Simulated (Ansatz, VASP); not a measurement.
# Cross-check of Be48H95 (V_H1) between VASP and Ansatz, part 2 of 2

Aim: how closely do two programs agree when they are given the same cell, functional and k mesh? The cell is taken from a series of runs on this material, whose earlier steps may have relaxed, scaled, displaced or heated it; both programs get it as it stands.

VASP 6.6.1 and Ansatz 0.2.0.

So far. Step 2 (VASP: single point, PBEsol): The run ends at a pressure of 0.51 GPa, with forces up to 1.4 eV/Å.

**3. Ansatz: single point, PBEsol**

Level of this step: Ansatz beside VASP: Kohn-Sham DFT, plane waves, PBEsol (Ansatz).

Ansatz runs on its default PAW (the set named soft_2) files.

The same cell, functional, mesh and smearing now go to Ansatz.

File input.yaml:

```yaml
crystal:
  lattice:
    - [-3.99332615, 8.75735955, 7.53777216]
    - [3.99332615, -8.75735955, 7.53777216]
    - [3.99332615, 8.75735955, -7.53777216]
  atoms:
    - { symbol: Be, position: [0.12583524758, 0.37580301578, 0.25008021934] }
    - { symbol: Be, position: [0.37716529462, 0.12126167938, 0.24944257463] }
[... 1 atom line left out ...]
    - { symbol: Be, position: [0.3349845062, 0.4418852682, 0.27560052988] }
[... 1 atom line left out ...]
    - { symbol: Be, position: [0.41643339089, 0.19216082941, 0.10726201466] }
[... 17 atom lines left out ...]
    - { symbol: Be, position: [0.41434277387, 0.19115426431, 0.60857883051] }
    - { symbol: H, position: [0.28104260663, 0.19706439346, 0.82669842262] }
[... 1 atom line left out ...]
    - { symbol: H, position: [0.37880234818, 0.05393738905, 0.58759790968] }
    - { symbol: H, position: [0.46655514721, 0.29330608711, 0.91560440826] }
    - { symbol: H, position: [0.33343066162, 0.11128800658, 0.95994134458] }
[... 11 atom lines left out ...]
    - { symbol: Be, position: [0.16600193991, 0.55847538558, 0.22379333485] }
[... 1 atom line left out ...]
    - { symbol: H, position: [0.28214916943, 0.69656524851, 0.32442282509] }
    - { symbol: H, position: [0.12892738819, 0.54327650485, 0.32454607578] }
    - { symbol: H, position: [0.3812911617, 0.55461073999, 0.08663777275] }
    - { symbol: H, position: [0.46800854557, 0.79444200509, 0.4159574276] }
    - { symbol: H, position: [0.34221776603, 0.61936715425, 0.45942387976] }
    - { symbol: H, position: [0.09113372206, 0.63194460592, 0.22220195107] }
    - { symbol: H, position: [0.16207571335, 0.88316821664, 0.04025626216] }
[... 1 atom line left out ...]
    - { symbol: H, position: [0.02948268052, 0.71191745226, 0.0876605683] }
    - { symbol: H, position: [0.11997459004, 0.94722545627, 0.41466015207] }
[... 3 atom lines left out ...]
    - { symbol: Be, position: [0.3743507574, 0.6225013817, 0.74758222359] }
[... 8 atom lines left out ...]
    - { symbol: H, position: [0.33876740504, 0.61757823144, 0.95942116415] }
[... 11 atom lines left out ...]
    - { symbol: Be, position: [0.66959520444, 0.05631802339, 0.21503858021] }
[... 5 atom lines left out ...]
    - { symbol: H, position: [0.84079108181, 0.12356235249, 0.4639604404] }
[... 3 atom lines left out ...]
    - { symbol: H, position: [0.52764883511, 0.20049011613, 0.06685076655] }
[... 9 atom lines left out ...]
    - { symbol: H, position: [0.62861873215, 0.03775885416, 0.82040936538] }
    - { symbol: H, position: [0.87866370631, 0.05636978471, 0.58820027079] }
[... 3 atom lines left out ...]
    - { symbol: H, position: [0.67263990339, 0.39299431834, 0.5421567884] }
    - { symbol: H, position: [0.9094581181, 0.37164884668, 0.78187418003] }
    - { symbol: H, position: [0.53152233677, 0.20794936563, 0.58873144245] }
    - { symbol: H, position: [0.62284638474, 0.44622425145, 0.91718005042] }
    - { symbol: H, position: [0.87209941685, 0.4592311313, 0.67861490459] }
    - { symbol: H, position: [0.71824244118, 0.30472964784, 0.67714272565] }
[... 6 atom lines left out ...]
    - { symbol: H, position: [0.78507770061, 0.70255703495, 0.32961002554] }
[... 5 atom lines left out ...]
    - { symbol: H, position: [0.65763975845, 0.8744612784, 0.03423324098] }
    - { symbol: H, position: [0.90131097308, 0.86541721501, 0.27944610381] }
[... 2 atom lines left out ...]
    - { symbol: H, position: [0.87815340401, 0.96022684082, 0.17972236378] }
[... 7 atom lines left out ...]
    - { symbol: H, position: [0.78315928845, 0.69844014386, 0.82907999792] }
    - { symbol: H, position: [0.62647816384, 0.53966347902, 0.82058251887] }
    - { symbol: H, position: [0.87923532442, 0.55538011367, 0.58869183581] }
[... 2 atom lines left out ...]
    - { symbol: H, position: [0.59281387538, 0.62879143901, 0.71661601736] }
    - { symbol: H, position: [0.66183935666, 0.88378760177, 0.53768549049] }
    - { symbol: H, position: [0.91035788576, 0.87000202562, 0.77876903272] }
    - { symbol: H, position: [0.53168564797, 0.70384980581, 0.58428936321] }
    - { symbol: H, position: [0.62238318219, 0.94504909795, 0.91298298642] }
    - { symbol: H, position: [0.87039875707, 0.9570868226, 0.67516171188] }
    - { symbol: H, position: [0.71871347472, 0.80021954751, 0.67296768802] }
  host:
    repeats: [2, 2, 2]
    atoms:
      - { symbol: Be, position: [0.25, 0.75, 0.5] }
      - { symbol: Be, position: [0.75, 0.25, 0.5] }
      # ... 16 more atoms of the perfect host
total_charge: 1
basis:
  ecutwfc: 420
  xc_grid: 2
hamiltonian:
  xc: pbesol
kpoints:
  mp_grid: { grid: [1, 1, 1] }
scf:
  occupations: { method: fermi_dirac, width: 0.01 }
  max_iter: 100
output:
  forces: true
  charged_corrections:
    epsilon: [3.63, 3.74, 3.59]
    static_epsilon: [4.37, 5.16, 5.26]
    defect_position: [0.621773, 0.447316, 0.415093]
checkpoint:
  read: "../qp1.relax_smeared.run"
  write: "../cc1.qp1.l0.5.run"
  compress: false
  write_wavefunctions: false
  write_every: 100000
```

Command:

```
> ansatz run input.yaml --threads 4 --pin off --max-ram 7536MiB --backend cpu --events-out ev --progress --plain --runs-dir out
```

Numbers of over 12 decimals in the logs are rounded to 6 here.

The log of the run:

```text
Warning: checkpoint.read: the run can stay near the saved state's solution: 143 site(s) moved relative to the saved geometry (max |Δs| = 3.877e-2 fractional); the SCF starts from the saved state under `checkpoint.density_extrapolation: transplant`, in force with no word given; its orbitals are not used off its sites. A run without `checkpoint.read` takes nothing of the state. A lower free energy from it at the same positions (and U, V and field ramp, if any) shows a solution that this start missed, and an equal or higher one rules none out (checkpoint.read, Limitations, in the input reference)
Engine: ansatz 0.2.0, x86_64-unknown-linux-gnu
Pseudopotentials: kind: paw
Pseudopotential: Be, paw, valence charge 2, recommended cutoff 420 eV (normal), Be.paw.azcp
Pseudopotential: H, paw, valence charge 1, recommended cutoff 420 eV (normal), H.paw.azcp
Functional definition: PBEsol
  exchange = pbesol_x
  correlation = pbesol_c
Crystal: 143 atoms, lattice volume = 1054.414 Å³
Basis set: ecut = 420 eV, 20653 PW (Γ), exchange–correlation on 180×180×180 points (8 copies of the dense FFT grid, shifted against one another)
Bands: 238, of which v1, the nominal top of the filled ones, is band 95 counted from 1 (94 counted from 0)
Symmetry: 1 space group operations
Space group: P1 (ITA 1), of the structure as read, at distance tolerance 1.0e-4 Å
k-points: 1
Non-local potential: Be, projectors of the file, l = 0: 2, l = 1: 2, l = 2: 1
Non-local potential: H, projectors of the file, l = 0: 2, l = 1: 1
PAW form: soft (Blöchl's): semilocal exchange-correlation on the pseudo side does not see the compensation charge
PAW frozen core: Be, regenerated for the run's functional, and the local potential with it (the file was generated under x = pbe(κ = 0.804, μ = 0.219515), c = pbe(β = 0.066725))
PAW one-centre angular grid: Be, 110 points (default); XC on 64 Gauss nodes
PAW one-centre angular grid: H, 110 points (default); XC on 64 Gauss nodes
Initial density: read from a saved state, or passed on in memory by an earlier SCF of this step, an earlier step, the calling program or the single point that the run made first, carried with its atoms to this geometry
Initial wavefunctions: pseudopotential atomic-orbital guess
Functional: x = pbesol(κ = 0.804, μ = 0.123457), c = pbesol(β = 0.046)
iter 1 solved again at ethr=6.36e-4 eV; its pass at ethr=3.10e-3 eV (dr2=1.21e0 eV) is discarded
SCF iter   1: F=—  HF=-5826.594290 eV  |F-HF|=—  |Δ(HF+E_count)|=         —  Δρ=1.17e-2  dr2=1.21e0  ethr=6.36e-4  ⟨swp⟩=9.0  Hψ=1838  notcnv=0
preconditioner: auto → Resta (q_TF=auto, 2.050 Å⁻¹)  ε∞=2.7  [insulator: Δε(μ)=3.582 eV  Ē_g=11.983 eV  σ=0.010 eV  W_gap=1.00  n_scr=150 (ndim 8)  ℏωp=15.8 eV  f_vac=0.000  D(μ)=0.00/eV (n_scr^D=0)  ε∞_Penn≈2.7]
SCF iter   2: F=—  HF=-5826.369959 eV  |F-HF|=—  |Δ(HF+E_count)|=   2.24e-1  Δρ=6.05e-3  dr2=3.06e-1  ethr=6.36e-4  ⟨swp⟩=2.0  Hψ=277  notcnv=0  defer=15
SCF iter   3: F=—  HF=-5826.324485 eV  |F-HF|=—  |Δ(HF+E_count)|=   4.55e-2  Δρ=4.49e-4  dr2=3.48e-3  ethr=1.61e-4  ⟨swp⟩=3.0  Hψ=206  notcnv=0  defer=7
automatic band count: iteration 3 solves 110 bands in place of 238: the levels show a gap, and the empty bands left out lie too high to hold charge; the band table lists the bands solved (type scf.n_extra_bands for more)
SCF iter   4: F=—  HF=-5826.325681 eV  |F-HF|=—  |Δ(HF+E_count)|=   1.20e-3  Δρ=1.28e-4  dr2=2.89e-4  ethr=1.83e-6  ⟨swp⟩=3.0  Hψ=208  notcnv=0  defer=8
SCF iter   5: F=—  HF=-5826.325985 eV  |F-HF|=—  |Δ(HF+E_count)|=   3.04e-4  Δρ=2.42e-5  dr2=1.26e-5  ethr=1.52e-7  ⟨swp⟩=2.0  Hψ=198  notcnv=0  defer=8
SCF iter   6: F=—  HF=-5826.325923 eV  |F-HF|=—  |Δ(HF+E_count)|=   6.15e-5  Δρ=5.90e-6  dr2=6.27e-7  ethr=6.62e-9  ⟨swp⟩=2.0  Hψ=206  notcnv=0  defer=8
SCF iter   7: F=-5826.325925 eV  HF=-5826.325925 eV  |F-HF|=5.93e-8  |Δ(HF+E_count)|=   1.51e-6  Δρ=1.35e-6  dr2=3.39e-8  ethr=5.26e-11  ⟨swp⟩=15.0  Hψ=518  notcnv=0
SCF 1 converged in 7 iterations: F = -5826.325925 eV  dr2 = 3.39e-8
  greatest PAW one-centre occupation: 0.395 electrons in one spin orbital (limit 2), on the Be atom at site 74 (counted from 0), in its partial waves of l = 0
SCF converged after 7 iterations
Free energy (F): -5826.325925 eV
Harris-Foulkes:  -5826.325925 eV  (|F-HF|=5.93e-8)
Internal energy: -5826.325925 eV  (E = F + TS)
E sigma→0 (E₀):  -5826.325925 eV
Fermi energy:    0.828177 eV
--- Per-component energies (eV) ---
  E_band       = -664.265959
  E_kinetic    = 2263.897594
  E_local      = -2083.353896  (includes V_loc(G=0)·N_el)
  E_nonlocal   = 368.928805
  E_hartree    = 483.888911
  E_xc         = -1751.402189
  E_vxc        = -2052.686600  (∫ρ·V_xc dr)
  E_paw        = -2796.777232  (= ΣΔE_a)
  E_vpaw       = -128.704973  (= ΣTr[D̂ρ^β])
  E_aug_tail   = -0.123795  (compensation charges beyond the density's cutoff)
  E_ewald      = -2311.841626
  E_core_change = 0.457504  (= ΣΔE_core)
[...]
atom  11  H     -0.00634050    -0.02191418     0.02635666
  atom  12  H     -0.00865981    -0.00028947     0.01007771
  atom  13  H      0.00341464     0.01303030    -0.00345112
  atom  14  H     -0.07635224     0.16847159     0.03548619
  atom  15  H     -0.00183316    -0.01573168    -0.01336936
  atom  16  H      0.00040987    -0.00301438     0.00387344
  atom  17  H     -0.02172299     0.04061294    -0.02082316
  atom  18  H     -0.02503027     0.03837204     0.02119786
  atom  19  Be     0.00084982     0.00388373    -0.01290541
  atom  20  Be     0.00940084    -0.03902889     0.01225218
  atom  21  Be    -0.00230105    -0.00005993     0.01510790
  atom  22  Be     0.00768532     0.01238350    -0.05392360
  atom  23  Be     0.00180311    -0.02519612     0.00929432
  atom  24  Be     0.01516508     0.02077683    -0.02159692
  atom  25  H      0.00274441     0.01803585     0.00611327
  atom  26  H      0.00016600     0.01811836    -0.01658311
  atom  27  H     -0.01028858     0.00277010     0.00027164
  atom  28  H      0.00187864     0.01090432    -0.00096417
  atom  29  H      0.11177451     0.10270391     0.03708675
  atom  30  H     -0.00609058     0.00302901    -0.00381957
  atom  31  H     -0.00693340     0.00181103     0.00782390
  atom  32  H     -0.00263465     0.00163277     0.00987478
  atom  33  H     -0.00427873    -0.00381336    -0.00017166
  atom  34  H      0.00512786    -0.00095390     0.00206683
[...]
atom 136  H     -0.00319829    -0.02177341    -0.00150711
  atom 137  H     -0.06839932    -0.03179732     0.02022291
  atom 138  H     -0.00970863     0.02817333    -0.01504038
  atom 139  H     -0.00747067    -0.01204869    -0.01815548
  atom 140  H     -0.02025111     0.01948793     0.01315485
  atom 141  H      0.01336027     0.01802681    -0.01022554
  atom 142  H     -0.01490846     0.01399202    -0.03530549
  atom 143  H     -0.01357918    -0.01357289    -0.04379009
  max |Σ_I F_I| component: 2.52e-5 eV/Å
--- Charged-cell corrections in eV (Makov–Payne, q = +1.000 e, ε = [3.630, 3.740, 3.590] of the electrons, [4.370, 5.160, 5.260] with the ions) ---
  F (periodic)     = -5826.325925  (uncorrected; the corrections below are reported, never added to it)
  E_corr1          = +0.526012  (monopole, q²α_M/2ε̄L, of the cell on which ε is isotropic)
  F Makov-Payne    = n/a  (the rows are of the electrons' constant alone; ansatz place-levels tells what screens the charge)
  no potential alignment in this run, which stands beside a crystal: run the host's input off ansatz write-host-input, and read the two finished runs by ansatz place-levels (neither reads a slab, a wire or a sheet, whose cell leaves a vacuum)
--- Band table (eV) ---
  k-point 0: bands = [... 91 lower, -1.0339, -1.0161, -1.0093, -0.8969, 2.5533, 3.8661, 4.0860, 4.3215, ... 11 higher]
```

The column dr2 measures how far the density is from self-consistency, as an energy; F and HF (Harris–Foulkes) agree once it is small.

**4. Side by side**

Known differences besides the potentials themselves: the cutoff is 420 eV in Ansatz and 520 eV in VASP (PREC = Accurate, projectors in real space); Ansatz makes its cores anew for this functional, VASP keeps those of its PBE data sets. Total energies have different zeros and are not compared.

Both answers:

| quantity | Ansatz | VASP | difference |
| --- | --- | --- | --- |
| gap on the k mesh (eV) | 3.450 | 3.450 | 0.000 |

Forces on 10 of the 143 atoms, those with the largest forces and the largest differences (eV/Å; atoms numbered as in POSCAR):

| atom | Ansatz x, y, z | VASP x, y, z |
| --- | --- | --- |
| Be25 | -0.219, -0.495, 0.801 | -0.216, -0.495, 0.799 |
| Be27 | 0.825, 0.587, -0.981 | 0.825, 0.583, -0.981 |
| Be29 | -0.201, 0.419, -0.134 | -0.207, 0.420, -0.133 |
| Be41 | -0.097, -0.210, 0.275 | -0.095, -0.212, 0.278 |
| H64 | 0.002, 0.011, -0.001 | 0.014, 0.011, -0.005 |
| H102 | -0.885, -0.391, 0.552 | -0.889, -0.402, 0.556 |
| H105 | -0.165, -0.041, -0.447 | -0.176, -0.042, -0.447 |
| H107 | -0.096, 0.297, -0.123 | -0.106, 0.302, -0.128 |
| H121 | 0.277, -0.013, -0.047 | 0.289, -0.011, -0.053 |
| H128 | -0.014, 0.012, 0.014 | -0.026, 0.010, 0.018 |

The forces differ by 5.6 meV/Å r.m.s., which is 4.7 % of the r.m.s. force of 0.119 eV/Å (both taken over all components). A gap on the mesh is an upper bound, since the band edges may lie between its points. The cell carries a charge of +1 e against a uniform background, so its pressure also hangs on how the neutralising background is counted, and in a defect's cell a gap may be the spacing between its levels.

**5. What came out**

| Item | Value |
| --- | --- |
| r.m.s. force difference (single point, PBEsol) | 5.6 meV/Å |

The r.m.s. force difference is 5.6 meV/Å (single point, PBEsol), within the 12 meV/Å picked in this series as the mark of a large difference. How closely two codes agree says nothing of how well the functional describes the real material.

[Lines on the potential files, build, host, timing and source positions are cut from VASP's logs without a mark.]

[Logs are printed without paths, hosts, clocks, repeated set-up lines and the standing remarks that a program may print on its own settings, such as how far it seeks lower states.]

[Hosts, paths, dates, database ids (printed as entryN), source tags and the programs' standing remarks are cut or masked in the printed files.]
